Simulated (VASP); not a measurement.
Input:

```yaml
crystal:
  lattice:
    - [-1.67135, 1.67135, 5.71258]
    - [1.67135, -1.67135, 5.71258]
    - [1.67135, 1.67135, -5.71258]
  atoms:
    - { symbol: Nb, position: [0.74998, 0.74998, 0.00000] }
    - { symbol: Nb, position: [0.49998, 0.99998, 0.50000] }
    - { symbol: P, position: [0.33265, 0.33265, 0.00000] }
    - { symbol: P, position: [0.08265, 0.58265, 0.50000] }
```

Level of theory: modified Becke-Johnson potential (mBJ), VASP's PBE PAW potentials (set 64) (plane waves; VASP). Run with 400 eV cut-off, 8×8×8 Γ-centred mesh, Gaussian smearing of 0.050 eV, potentials Nb_sv P.

mBJ is a potential without an energy functional, so only the levels count.

Predict the band gap (over mesh and band path) with the smallest direct gap where there is one.

```
Item                                                                   Value
----------------------------------  ----------------------------------------
band gap (over mesh and band path)  none (metal, semimetal or under 0.01 eV)
```

The absolute energy has meaning only against runs of the same code, potentials and settings.

The structure comes from a computed database's NbP entry (I4_1md); how it stands against other phases isn't given here. It was relaxed first. The k-mesh is coarse (spacing up to 0.33 per Å, 2π included), so the numbers may not be converged in it. The cell's shape comes from a PBE relaxation.
